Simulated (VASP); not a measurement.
Wanted: the native input for a VASP 6.6.1 run.

```yaml
Task: relaxation of cell and atoms
Functional: PBE
Potentials_or_basis: VASP PAW PBE potentials, release 64 (Na_pv, Al, O)
Cutoff: 520 eV
k_mesh: 3 × 3 × 3
Occupations: gaussian, width 0.15 eV
Spin: no spin polarisation
Further_INCAR_settings: PREC = Normal; ALGO = Fast; EDIFF = 0.0001; IBRION = 2; EDIFFG = -0.08; NSW = 24; ISIF = 3
```

The structure of Na3AlO3 lies in POSCAR:

```
Na3AlO3
1.0
    5.4232935600      0.0000000000      0.0000000000
   -2.7116467800      4.6967100000      0.0000000000
    0.0000000000      0.0000000000      4.4168779700
Na Al O
3 1 3
Direct
    0.5000000000      0.0000000000      0.5000000000
    0.0000000000      0.5000000000      0.5000000000
    0.5000000000      0.5000000000      0.5000000000
    0.0000000000      0.0000000000      0.5000000000
    0.3333333300      0.6666666700      0.5000000000
    0.6666666700      0.3333333300      0.5000000000
    0.0000000000      0.0000000000      0.0000000000
```

The cell was built by a generator and needn't be a form met in nature.

These files were run (other wordings do the same):

INCAR

```
PREC     = Normal         # precision mode
ENCUT    = 520            # plane-wave cutoff, eV
EDIFF    = 1E-4           # SCF threshold, eV
ISMEAR   = 0              # smearing method
SIGMA    = 0.15           # smearing width, eV
LREAL    = False          # projectors in reciprocal space
LASPH    = True           # aspherical terms in the spheres
NELM     = 60             # most SCF steps
ALGO     = Fast           # electronic algorithm
ISIF     = 3              # what is computed and relaxed
LWAVE    = False          # write WAVECAR
LCHARG   = False          # write CHGCAR
GGA      = PE             # functional
IBRION   = 2              # ionic algorithm
NSW      = 24             # ionic steps
EDIFFG   = -0.08          # ionic threshold
```

KPOINTS

```
Automatic mesh
0
Gamma
  3 3 3
```

Potentials or basis: VASP PAW PBE potentials, release 64 (Na_pv, Al, O).

Launch:

```console
$ cat potpaw_PBE.64/Na_pv/POTCAR potpaw_PBE.64/Al/POTCAR potpaw_PBE.64/O/POTCAR > POTCAR
$ mpirun -np 4 vasp_std > vasp.out
```

Results of the run:

```
Relaxed volume                         : 20.50 Å³/atom
Relaxed cell                           : a = 6.965 Å, b = 6.965 Å, c = 3.416 Å, α = 90.00°, β = 90.00°, γ = 120.00°
Space group after relaxing (to 0.05 Å) : P6/mmm (No. 191)
Energy gained by relaxing              : 2450.1 meV/atom
Ionic steps                            : 10
Pressure after relaxing                : 0.0 GPa
Band gap on the k mesh                 : none (metal or under the smearing width)
```

Caveat: the k mesh is coarse (spacing up to 0.47 Å⁻¹), so the values aren't converged; the volume moved by over 15 % at a fixed basis, so the end points are rough.

Wall time 26 s on 4 MPI ranks on AMD EPYC 7R13 Processor (Zen 3), with other jobs on the host, peak memory 0.1 GiB a rank.
